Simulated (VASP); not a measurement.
Consider the following.

```xyz
2
Lattice="0.0000 2.3225 2.3225 2.3225 0.0000 2.3225 2.3225 2.3225 0.0000" Properties=species:S:1:pos:R:3 pbc="T T T"
Na     0.0000     0.0000     0.0000
F      2.3225     2.3225     2.3225
```

Calculation: revTPSS meta-GGA, VASP's PBE PAW potentials (set 64) (plane waves; VASP). Numerical set-up: 520 eV cut-off, 10×10×10 Γ-centred mesh, Gaussian smearing of 0.050 eV, potentials Na_pv F.

Estimate the energy per atom (σ→0), band gap (on the k-mesh) with the smallest direct gap where there is one.

The band gap (on the k-mesh) is 6.50 eV and the smallest direct gap (on the k-mesh) is 6.50 eV. The energy per atom (σ→0) is -5.814 eV/atom.

The absolute energy has meaning only against runs of the same code, potentials and settings.

The compound is NaF in the rock salt structure. It was relaxed first.
